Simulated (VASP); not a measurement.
# Shielding tensors and field gradients of SiO2 (Cristobalite), part 3 of 5

What are the shielding tensors of SiO2 (Cristobalite)? The cell has space group P4_12_12. The start is a cell from a database of measured crystal structures.

VASP 6.6.1, plane waves and PAW; the level of theory is named at each step.

So far. Step 2 (Ground state): The cell has a gap of 5.76 eV on this mesh and a pressure of +6.4 GPa, which holds the misfit of the given cell and coordinates with this functional, and any error of cutoff, mesh and data sets. Forces of up to 0.40 eV/Å remain in these settings.

The database entry behind the starting cell lists a temperature of 340 K, so it need not match the best structure at ambient conditions.

## 3. Shielding tensors (continued)

Level of this step: chemical shifts by linear response (GIPAW), PBE; plane waves and PAW (Si, O) (VASP).

From OUTCAR (step 3):

```text
 Found     12 irreducible k-points:

   ENCUT  =  560.0 eV  41.16 Ry    6.42 a.u.   9.61  9.61 13.44*2*pi/ulx,y,z

   NELECT =      64.0000    total number of electrons

  Total        6.5591076      6.5591076      7.2139129      0.0000000      0.0000000      0.0000000
  in kB       60.8067090     60.8067090     66.8771316      0.0000000      0.0000000      0.0000000
  external PRESSURE =      62.8301832 kB  Pullay stress =       0.0000000 kB

  energy-cutoff  :      560.00
  volume of cell :      172.82
      direct lattice vectors                 reciprocal lattice vectors
     4.982000000  0.000000000  0.000000000     0.200722601  0.000000000  0.000000000
     0.000000000  4.982000000  0.000000000     0.000000000  0.200722601  0.000000000
     0.000000000  0.000000000  6.963000000     0.000000000  0.000000000  0.143616257

 POSITION                                       TOTAL-FORCE (eV/Angst)
 -----------------------------------------------------------------------------------
      3.98047      1.00153      5.22225         0.119377     -0.119377      0.000000
      3.49253      3.49253      3.48150        -0.119377     -0.119377      0.000000
      1.00153      3.98047      1.74075        -0.119377      0.119377     -0.000000
      1.48947      1.48947      0.00000         0.119377      0.119377      0.000000
      0.51549      1.19513      5.72268         0.088817     -0.078239     -0.382079
      1.29587      3.00649      0.50043         0.078239      0.088817     -0.382079
      4.46651      3.78687      2.24118        -0.088817      0.078239     -0.382079
      3.68613      1.97551      3.98193        -0.078239     -0.088817     -0.382079
      3.00649      1.29587      6.46257         0.088817      0.078239      0.382079
      3.78687      4.46651      4.72182         0.078239     -0.088817      0.382079
      1.97551      3.68613      2.98107        -0.088817     -0.078239      0.382079
      1.19513      0.51549      1.24032        -0.078239      0.088817      0.382079
 -----------------------------------------------------------------------------------
    total drift:                                0.000000     -0.000000     -0.000000

 Electric field gradients after diagonalization (V/A^2)
 (convention: |V_zz| > |V_xx| > |V_yy|)
----------------------------------------------------------------------
 ion       V_xx      V_yy      V_zz     asymmetry (V_yy - V_xx)/ V_zz
----------------------------------------------------------------------
   1       2.168     0.620    -2.788       0.555
   2       2.168     0.620    -2.788       0.555
   3       2.168     0.620    -2.788       0.555
   4       2.168     0.620    -2.788       0.555
   5     -49.764   -37.222    86.986       0.144
   6     -49.764   -37.222    86.986       0.144
   7     -49.764   -37.222    86.986       0.144
   8     -49.764   -37.222    86.986       0.144
   9     -49.764   -37.222    86.986       0.144
  10     -49.764   -37.222    86.986       0.144
  11     -49.764   -37.222    86.986       0.144
  12     -49.764   -37.222    86.986       0.144
----------------------------------------------------------------------

  ORBITAL MAGNETIC SUSCEPTIBILITY, excluding core contribution
 -------------------------------------------------------------
  Approximate magnetic susceptibility, pGv (10^-6 cm^3/mole)
     1        -84.861166          0.000000          0.000000
     2          0.000000        -84.861166          0.000000
     3          0.000000          0.000000        -83.222727
 -------------------------------------------------------------
  Approximate magnetic susceptibility, vGv (10^-6 cm^3/mole)
     1        -81.048969          0.000000         -0.000000
     2          0.000000        -81.048969          0.000000
     3         -0.000000          0.000000        -78.014526

  CSA tensor (J. Mason, Solid State Nucl. Magn. Reson. 2, 285 (1993))
  for chemical shielding  (including the isotropic core contribution)

  BDIR labels direction of applied magnetic field (i.e. B0)
  For BDIR==1, B0 along x-axis, etc.
  Induced field listed along cartesian directions for each BDIR
 ------------------------------------------------------------------------------------------
                 EXCLUDING G=0 CONTRIBUTION              INCLUDING G=0 CONTRIBUTION
 ------------------------------------------------------------------------------------------
  ion  BDIR            X           Y           Z                X           Y           Z
          (   iso_shield        span        skew ) (   iso_shield        span        skew )
 ------------------------------------------------------------------------------------------
    1     1     437.7518      0.8841     -9.2042         445.3980      0.8841     -9.2042
          2       0.8841    437.7518     -9.2042           0.8841    445.3980     -9.2042
          3       9.9903      9.9903    431.5654           9.9903      9.9903    439.0797
          (     435.6897      7.1575     -0.4938 ) (     443.2919      7.2878     -0.5030 )

    2     1     437.7518     -0.8841     -9.2042         445.3980     -0.8841     -9.2042
          2      -0.8841    437.7518      9.2042          -0.8841    445.3980      9.2042
          3       9.9903     -9.9903    431.5654           9.9903     -9.9903    439.0797
          (     435.6897      7.1575     -0.4938 ) (     443.2919      7.2878     -0.5030 )

    3     1     437.7518      0.8841      9.2042         445.3980      0.8841      9.2042
          2       0.8841    437.7518      9.2042           0.8841    445.3980      9.2042
          3      -9.9903     -9.9903    431.5654          -9.9903     -9.9903    439.0797
          (     435.6897      7.1575     -0.4938 ) (     443.2919      7.2878     -0.5030 )

    4     1     437.7518     -0.8841      9.2042         445.3980     -0.8841      9.2042
          2      -0.8841    437.7518     -9.2042          -0.8841    445.3980     -9.2042
          3      -9.9903      9.9903    431.5654          -9.9903      9.9903    439.0797
          (     435.6897      7.1575     -0.4938 ) (     443.2919      7.2878     -0.5030 )

    5     1     244.7593     10.5067     38.6047         252.4055     10.5067     38.6047
          2       9.5639    185.2416      7.1958           9.5639    192.8879      7.1958
          3      38.6459      7.6024    213.7028          38.6459      7.6024    221.2171
          (     214.5679     89.2319      0.9046 ) (     222.1702     89.1956      0.9064 )

    6     1     185.2416     -9.5639     -7.1958         192.8879     -9.5639     -7.1958
          2     -10.5067    244.7593     38.6047         -10.5067    252.4055     38.6047
          3      -7.6024     38.6459    213.7028          -7.6024     38.6459    221.2171
          (     214.5679     89.2319      0.9046 ) (     222.1702     89.1956      0.9064 )

    7     1     244.7593     10.5067    -38.6047         252.4055     10.5067    -38.6047
          2       9.5639    185.2416     -7.1958           9.5639    192.8879     -7.1958
          3     -38.6459     -7.6024    213.7028         -38.6459     -7.6024    221.2171
          (     214.5679     89.2319      0.9046 ) (     222.1702     89.1956      0.9064 )

    8     1     185.2416     -9.5639      7.1958         192.8879     -9.5639      7.1958
          2     -10.5067    244.7593    -38.6047         -10.5067    252.4055    -38.6047
          3       7.6024    -38.6459    213.7028           7.6024    -38.6459    221.2171
          (     214.5679     89.2319      0.9046 ) (     222.1702     89.1956      0.9064 )

    9     1     244.7593    -10.5067    -38.6047         252.4055    -10.5067    -38.6047
          2      -9.5639    185.2416      7.1958          -9.5639    192.8879      7.1958
          3     -38.6459      7.6024    213.7028         -38.6459      7.6024    221.2171
          (     214.5679     89.2319      0.9046 ) (     222.1702     89.1956      0.9064 )

   10     1     185.2416      9.5639      7.1958         192.8879      9.5639      7.1958
          2      10.5067    244.7593     38.6047          10.5067    252.4055     38.6047
          3       7.6024     38.6459    213.7028           7.6024     38.6459    221.2171
          (     214.5679     89.2319      0.9046 ) (     222.1702     89.1956      0.9064 )

   11     1     244.7593    -10.5067     38.6047         252.4055    -10.5067     38.6047
          2      -9.5639    185.2416     -7.1958          -9.5639    192.8879     -7.1958
          3      38.6459     -7.6024    213.7028          38.6459     -7.6024    221.2171
          (     214.5679     89.2319      0.9046 ) (     222.1702     89.1956      0.9064 )

   12     1     185.2416      9.5639     -7.1958         192.8879      9.5639     -7.1958
          2      10.5067    244.7593    -38.6047          10.5067    252.4055    -38.6047
          3      -7.6024    -38.6459    213.7028          -7.6024    -38.6459    221.2171
          (     214.5679     89.2319      0.9046 ) (     222.1702     89.1956      0.9064 )
 ------------------------------------------------------------------------------------------

[... 7 parts as in an earlier step ...]

[... 1 further part left out ...]
```

The atoms bear forces, and field gradients depend strongly on their positions.

Numbers from this step:

```yaml
free_energy_toten: -94.8052 eV
fermi_energy: 0.2025 eV
pressure: 6.283 GPa
```

Valence and core; the G = 0 term is that of a spherical sample. NMR shielding, by row:

```tsv
atom	isotropic shielding (ppm)	span (ppm)	skew	isotropic shielding without the G = 0 term (ppm)
Si1	443.3	7.288	-0.503	435.7
Si2	443.3	7.288	-0.503	435.7
Si3	443.3	7.288	-0.503	435.7
Si4	443.3	7.288	-0.503	435.7
O5	222.2	89.2	0.9064	214.6
O6	222.2	89.2	0.9064	214.6
O7	222.2	89.2	0.9064	214.6
O8	222.2	89.2	0.9064	214.6
O9	222.2	89.2	0.9064	214.6
O10	222.2	89.2	0.9064	214.6
O11	222.2	89.2	0.9064	214.6
O12	222.2	89.2	0.9064	214.6
```

Ordered as |Vzz| ≥ |Vxx| ≥ |Vyy|, the program's way. Electric field gradients, by row:

```tsv
atom	Vxx (V/Å²)	Vyy (V/Å²)	Vzz (V/Å²)	asymmetry
Si1	2.168	0.62	-2.788	0.555
Si2	2.168	0.62	-2.788	0.555
Si3	2.168	0.62	-2.788	0.555
Si4	2.168	0.62	-2.788	0.555
O5	-49.76	-37.22	86.99	0.144
O6	-49.76	-37.22	86.99	0.144
O7	-49.76	-37.22	86.99	0.144
O8	-49.76	-37.22	86.99	0.144
O9	-49.76	-37.22	86.99	0.144
O10	-49.76	-37.22	86.99	0.144
O11	-49.76	-37.22	86.99	0.144
O12	-49.76	-37.22	86.99	0.144
```

(Continued in part 4 of 5.)

[Lines on the potential files, build, host, timing and source positions are cut from VASP's logs without a mark.]

[Logs are printed without paths, hosts, clocks, repeated set-up lines and the standing remarks that a program may print on its own settings, such as how far it seeks lower states.]

[Hosts, paths, dates, database ids (printed as entryN), source tags and the programs' standing remarks are cut or masked in the printed files.]
